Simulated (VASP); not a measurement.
Given:

```
Ag
1.0
    2.85011     0.00000     0.00000
   -1.42506     2.46827     0.00000
    0.00000     0.00000     9.42322
Ag
4
Direct
  0.00000   0.00000   0.00000
  0.00000   0.00000   0.50000
  0.33333   0.66667   0.25000
  0.66667   0.33333   0.75000
```

Level of theory: PBEsol GGA, VASP's PBE PAW potentials (set 64) (plane waves; VASP). Numerical set-up: 400 eV cut-off, Gaussian smearing of 0.050 eV, potentials Ag.

### Question
Give the energies of bands 12 to 25 at the high-symmetry points, in eV from the Fermi level.

### Answer

```
band      Γ      M      K      A      L      H
----  -----  -----  -----  -----  -----  -----
12    -4.68  -4.01  -4.75  -4.75  -3.71  -4.81
13    -4.68  -3.99  -4.12  -4.75  -3.47  -4.12
14    -4.64  -2.98  -4.12  -4.75  -3.47  -4.12
15    -4.64  -2.93  -3.62  -3.83  -3.28  -3.78
16    -3.98  -2.92  -3.62  -3.83  -3.28  -3.78
17    -3.98  -2.86  -3.27  -3.83  -2.90  -3.16
18    -3.64  -2.81  -3.17  -3.83  -2.90  -3.16
19    -3.64  -2.79  -3.17  -3.19  -2.80  -3.03
20    -3.43  -2.78  -3.06  -3.19  -2.80  -3.03
21    -3.43  -0.29   3.25  -3.19   0.19   3.58
22    -3.02   0.62   3.25  -3.19   0.19   3.58
23    -3.02   1.05   3.27  -2.67   1.41   3.60
24    -0.65   1.58   4.17  -2.67   1.41   3.60
25     3.55   4.47   4.85   6.40   4.85   4.00
```

It has no gap at this level: it comes out as a metal or semimetal.

The structure was generated: Ag was put into the dhcp type (P6_3/mmc), which need not be its known phase. It was relaxed first.
